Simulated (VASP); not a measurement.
Input for VASP

**INCAR**
```
SYSTEM = RhSe
PREC = Accurate
ENCUT = 400
EDIFF = 1E-6
NELM = 100
ALGO = Normal
LREAL = .FALSE.
LASPH = .TRUE.
ISMEAR = 1
SIGMA = 0.1
METAGGA = R2SCAN
LMIXTAU = .TRUE.
LMAXMIX = 4
LWAVE = .FALSE.
LCHARG = .FALSE.
IBRION = 2
ISIF = 3
NSW = 60
EDIFFG = -0.01
```

POSCAR:
```
RhSe
1
    0.0000000000     3.0253150000     3.0253150000
    3.0253150000     0.0000000000     3.0253150000
    3.0253150000     3.0253150000     0.0000000000
Rh Se
1 1
Direct
  0.0000000000   0.0000000000   0.0000000000
  0.2500000000   0.2500000000   0.2500000000
```

### KPOINTS
```
Automatic mesh
0
Gamma
9 9 9
0 0 0
```

POTCAR, in this order: Rh_pv Se (PBE.64 set). Program: vasp_std.

Problem. Translate this r2SCAN calculation to Ansatz.

Solution. One equivalent input (not run):
Ansatz 0.2 input:
```yaml
crystal:
  lattice:
    - [0.0000000, 3.0253150, 3.0253150]
    - [3.0253150, 0.0000000, 3.0253150]
    - [3.0253150, 3.0253150, 0.0000000]
  atoms:
    - { symbol: Rh, position: [0.0000000, 0.0000000, 0.0000000] }
    - { symbol: Se, position: [0.2500000, 0.2500000, 0.2500000] }
kpoints:
  mp_grid: { grid: [9, 9, 9] }
hamiltonian:
  xc: r2scan
  pseudopotentials: { kind: paw }
scf:
  occupations: { method: methfessel_paxton, width: 0.1 }
  max_iter: 100
relax:
  max_steps: 60
  f_tol: 0.01
  cell: {}
output: { forces: true, stress: true, eigenvalues: true }
```
The two are equivalent in intent, not identical: each code has its own PAW files, so the cut-off isn't converted (ENCUT is set for VASP's; basis.ecutwfc is left out, and Ansatz then takes the one that its files recommend); Ansatz stops its SCF on the density residual and VASP on the energy change (EDIFF).

The structure was generated: RhSe was put into the zinc blende type (F-43m), which need not be its known phase. This run relaxes it. Symmetry was kept, so distortions that lower it aren't found.
